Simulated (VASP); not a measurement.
Here is the system:

```xyz
2
Lattice="4.1460 0.0000 0.0000 0.0000 4.1460 0.0000 0.0000 0.0000 4.1460" Properties=species:S:1:pos:R:3 pbc="T T T"
Tl     0.0000     0.0000     0.0000
Br     2.0730     2.0730     2.0730
```

Method: PBE GGA with D3 dispersion (zero damping), VASP's PBE PAW potentials (set 64) (plane waves; VASP). Settings: 520 eV cut-off, 7×7×7 Γ-centred mesh, Gaussian smearing of 0.050 eV, potentials Tl_d Br.

### Question
Estimate the energy per atom (σ→0).

### Answer

* **energy per atom (σ→0)**: -3.027 eV/atom

The absolute energy has meaning only against runs of the same code, potentials and settings.

The compound is TlBr in the CsCl type structure. This cell is one point of a volume scan, at 1.03 of the reference volume.
